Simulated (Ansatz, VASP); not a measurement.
# Au: VASP beside Ansatz, part 2 of 2

Aim: how closely do two programs agree when they are given the same cell, functional and k mesh? Of the first pair: The structure shown is the end of the Ansatz relaxation below.

VASP 6.6.1 and Ansatz 0.2.0.

So far. Step 3 (VASP: single point, LDA, relaxed cell, pair 1): The run ends at a pressure of 0.13 GPa, with forces up to 0.024 eV/Å.

### Step 5. Ansatz: relaxation, LDA

Level of this step: Ansatz beside VASP: Kohn-Sham DFT, plane waves, LDA (Ansatz).

The two programs are compared at the cell with which this relaxation starts, whose forces are those of its first step.

The structure compared here is the start of the Ansatz relaxation; VASP solves that cell, so the two are compared at the walk's first step.

The input, input.yaml:

```yaml
crystal:
  lattice:
    - [2.04, 2.04, 0.0]
    - [-2.04, 2.04, 0.0]
    - [0.0, 0.0, 21.16]
  atoms:
    - { symbol: Au, position: [0.0, 0.0, 0.307183] }
    - { symbol: Au, position: [0.5, 0.5, 0.403592] }
    - { symbol: Au, position: [0.0, 0.0, 0.5] }
    - { symbol: Au, position: [0.5, 0.5, 0.596408] }
    - { symbol: Au, position: [0.0, 0.0, 0.692817] }
  periodic: [true, true, false]
kpoints:
  mp_grid: { grid: [12, 12, 1] }
hamiltonian:
  xc: lda
  pseudopotentials: { kind: paw, azcp: { folder: soft_1 }, xc_functional: pbe }
scf:
  occupations: { method: gaussian, width: 0.1 }
output:
  forces: true
  stress: true
  eigenvalues: true
  write_density: true
  write_potential: true
  elf: true
  volumetric_format: npy
relax:
  adjacent_minimum: "off"
  f_tol: 0.005
  max_steps: 80
  cell: { stress_2d_tol: 0.02 }
```

Run with:

```bash
ansatz run input.yaml --threads 4 --pin off --max-ram 16384MiB --backend cpu --events-out ev --progress --plain --runs-dir out
```

Numbers of over 12 decimals in the logs are rounded to 6 here.

The log of the run:

```text
[...]
--- Relaxed structure (7 steps of the walk, 6 accepted, 1 SCFs on fresh bases) ---
[...]
cell:  # Å, volume = 303.9758 Å³
    - [1.946363, 1.946363, 0.0]
    - [-1.946363, 1.946363, 0.0]
    - [0.0, 0.0, 40.12003088]
  atoms:
    - { symbol: Au, position: [0, 0, 0.157070] }
    - { symbol: Au, position: [0.5, 0.5, 0.209964] }
    - { symbol: Au, position: [0, 0, 0.263709] }
    - { symbol: Au, position: [0.5, 0.5, 0.317453] }
    - { symbol: Au, position: [0, 0, 0.370347] }
[key lines of the parts left out:]
SCF converged after 8 iterations
Free energy (F): -64330.691195 eV
Fermi energy:    -5.537880 eV
P = ½ c Tr σ = 0.0090 N/m
```

### Step 6. VASP: single point, LDA, start cell, pair 2

The same cell, functional (in two slightly different forms), mesh and smearing now go to VASP, with its own data sets.

The input, INCAR:

```
SYSTEM = Au
PREC = Accurate
ENCUT = 400
EDIFF = 1E-06
NELM = 120
ISMEAR = 0
SIGMA = 0.1
LREAL = .FALSE.
ALGO = Normal
GGA = CA
NBANDS = 34
LASPH = .TRUE.
LORBIT = 11
LWAVE = .FALSE.
LCHARG = .FALSE.
ISIF = 2
LDIPOL = .TRUE.
IDIPOL = 3
DIPOL = 0.5 0.5 0.264
LVHAR = .TRUE.
GGA_COMPAT = .FALSE.
NELMDL = -8
KPAR = 2
```

The input, POSCAR:

```
Au
1.0
    2.0400000000      2.0400000000      0.0000000000
   -2.0400000000      2.0400000000      0.0000000000
    0.0000000000      0.0000000000     40.1200310000
Au
5
Direct
    0.0000000000      0.0000000000      0.1620136335
    0.5000000000      0.5000000000      0.2128614258
    0.0000000000      0.0000000000      0.2637086696
    0.5000000000      0.5000000000      0.3145559135
    0.0000000000      0.0000000000      0.3654037057
```

The input, KPOINTS:

```
Automatic mesh
0
Gamma
12 12 1
0 0 0
```

The projector-augmented-wave data sets are Au (LDA family, release 64).

Run with:

```bash
mpirun -np 2 vasp_std
```

The log of the run:

```text
[... set-up lines as in an earlier step ...]
 entering main loop
       N       E                     dE             d eps       ncg     rms          rms(c)
DAV:   1     0.361306438433E+03    0.36131E+03   -0.19557E+04  1928   0.105E+03
DAV:   2     0.133909944922E+00   -0.36117E+03   -0.34333E+03  2560   0.241E+02
DAV:   3    -0.219811261787E+02   -0.22115E+02   -0.21368E+02  2202   0.589E+01
DAV:   4    -0.223627307637E+02   -0.38160E+00   -0.38056E+00  2388   0.837E+00
[...]
DAV:  22    -0.207706113777E+02   -0.19061E-05   -0.10414E-07  1334   0.136E-03    0.370E-04
DAV:  23    -0.207706125099E+02   -0.11322E-05   -0.40564E-08  1208   0.968E-04    0.160E-04
DAV:  24    -0.207706133114E+02   -0.80155E-06   -0.37522E-08  1290   0.486E-04
   1 F= -.20770613E+02 E0= -.20767526E+02  d E =-.617488E-02
```

OUTCAR, selected parts (step 6):

```text
  Total       -5.3436995     -5.3436995     -2.2912446      0.0000000     -0.0000000      0.0000000
  in kB      -25.6389963    -25.6389963    -10.9933600      0.0000000     -0.0000000      0.0000000
  external PRESSURE =     -20.7571175 kB  Pullay stress =       0.0000000 kB

 POSITION                                       TOTAL-FORCE (eV/Angst)
 -----------------------------------------------------------------------------------
      0.00000      0.00000      6.49999        -0.000000     -0.000000      0.350968
      0.00000      2.04000      8.54001         0.000000      0.000000     -0.154305
      0.00000      0.00000     10.58000        -0.000000     -0.000000      0.000000
      0.00000      2.04000     12.61999         0.000000      0.000000      0.154305
      0.00000      0.00000     14.66001         0.000000      0.000000     -0.350968
 -----------------------------------------------------------------------------------
    total drift:                               -0.000000      0.000000      0.000136

  FREE ENERGIE OF THE ION-ELECTRON SYSTEM (eV)
  ---------------------------------------------------
  free  energy   TOTEN  =       -20.7706133114 eV

  energy  without entropy=      -20.7644384339  energy(sigma->0) =      -20.76752587

[... 1 part as in an earlier step ...]

[... 2 further parts left out ...]
[key lines of the parts left out:]
E-fermi :  -1.7147
```

The run ends at a pressure of -2.08 GPa, with forces up to 0.35 eV/Å.

### Step 7. Comparison

What differs besides the data sets and the points named for the pairs above, as far as they apply: the data sets hold 95 valence electrons in Ansatz (on its PAW soft_1 files) and 55 in VASP. Total energies have different zeros and are not compared.

Forces (eV/Å; atoms numbered as in POSCAR):

| atom | Ansatz x, y, z | VASP x, y, z |
| --- | --- | --- |
| Au1 | 0.000, 0.000, 0.377 | 0.000, 0.000, 0.351 |
| Au2 | 0.000, 0.000, -0.151 | 0.000, 0.000, -0.154 |
| Au3 | 0.000, 0.000, 0.000 | 0.000, 0.000, 0.000 |
| Au4 | 0.000, 0.000, 0.151 | 0.000, 0.000, 0.154 |
| Au5 | 0.000, 0.000, -0.377 | 0.000, 0.000, -0.351 |

The forces differ by 9.5 meV/Å r.m.s., which is 6.8 % of the r.m.s. force of 0.140 eV/Å (both taken over all components). With vacuum in the cell, a pressure given here is an average over mostly empty space and none of the material.

### Step 8. Summary of results

| Property | Result |
| --- | --- |
| r.m.s. force difference (single point, LDA, relaxed cell, pair 1) | 8.7 meV/Å |
| r.m.s. force difference (single point, LDA, start cell, pair 2) | 9.5 meV/Å |

What this shows: The r.m.s. force difference is 9.5 meV/Å (single point, LDA, start cell, pair 2), within the 12 meV/Å picked in this series as the mark of a large difference. The data sets hold unlike numbers of valence electrons (95 in Ansatz and 55 in VASP), so part of the differences comes from the potentials. 1 further run of this series is not shown here. How closely two codes agree says nothing of how well the functional describes the real material.

[Lines on the potential files, build, host, timing and source positions are cut from VASP's logs without a mark.]

[Logs are printed without paths, hosts, clocks, repeated set-up lines and the standing remarks that a program may print on its own settings, such as how far it seeks lower states.]

[Hosts, paths, dates, database ids (printed as entryN), source tags and the programs' standing remarks are cut or masked in the printed files.]
